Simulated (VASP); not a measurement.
The input files of a VASP run:

### POSCAR
```
ZrSb
1.0
  0.0000000000   3.2281886924   3.2281886924
  3.2281886924   0.0000000000   3.2281886924
  3.2281886924   3.2281886924   0.0000000000
Zr Sb
1 1
Cart
  3.2281886924   0.0000000000   3.2281886924
  1.6140943462   1.6140943462   1.6140943462
```

INCAR:
```
EDIFFG = -0.01
EDIFF = 1E-6   ! SCF stop (eV)
LMAXMIX = 4   ! l cut-off of mixed one-centre charges
ISMEAR = 1
LCHARG = .FALSE.
LASPH = .TRUE.
NSW = 60   ! most ionic steps
PREC = Accurate
ENCUT = 400
GGA = PS
LREAL = .FALSE.
IBRION = 2   ! conjugate gradients
ALGO = Normal
ISIF = 3   ! ions, shape and volume
SYSTEM = ZrSb
SIGMA = 0.1   ! width (eV)
NELM = 100   ! most electronic steps
LWAVE = .FALSE.
```

KPOINTS:
```
Automatic mesh
0
Gamma
9 9 9
0 0 0
```

POTCAR, in this order: Zr_sv Sb (PBE.64 set). Program: vasp_std.

**Question.** Translate this PBEsol calculation to Quantum ESPRESSO's pw.x.

**Answer.** One equivalent input (not run):
```
&CONTROL
  calculation = 'vc-relax'
  pseudo_dir = './pseudo'
  outdir = './out'
  tprnfor = .true.
  tstress = .true.
  nstep = 60
  forc_conv_thr = 0.00039
/
&SYSTEM
  ibrav = 0
  nat = 2
  ntyp = 2
  ecutwfc = 80
  occupations = 'smearing'
  smearing = 'methfessel-paxton'
  degauss = 0.00735
  input_dft = 'pbesol'
/
&ELECTRONS
  conv_thr = 7.3e-08
  electron_maxstep = 100
/
&IONS
/
&CELL
/
ATOMIC_SPECIES
  Zr 91.224 Zr.upf
  Sb 121.760 Sb.upf
CELL_PARAMETERS angstrom
     0.0000000    3.2281887    3.2281887
     3.2281887    0.0000000    3.2281887
     3.2281887    3.2281887    0.0000000
ATOMIC_POSITIONS crystal
  Zr   0.0000000  1.0000000  0.0000000
  Sb   0.2500000  0.2500000  0.2500000
K_POINTS automatic
  9 9 9 0 0 0
```
Limits of the translation: the potentials are each code's own (VASP's PAW set, PseudoDojo norm-conserving files in pw.x), so ENCUT and ecutwfc are chosen apart and not converted; conv_thr bounds pw.x's estimated SCF error, while EDIFF bounds the energy change between steps; forc_conv_thr acts on force components and is met together with etot_conv_thr.

The structure was generated: ZrSb was put into the zinc blende type (F-43m), which need not be its known phase. This run relaxes it. Symmetry was kept, so distortions that lower it aren't found. The start is the result of an earlier pass.
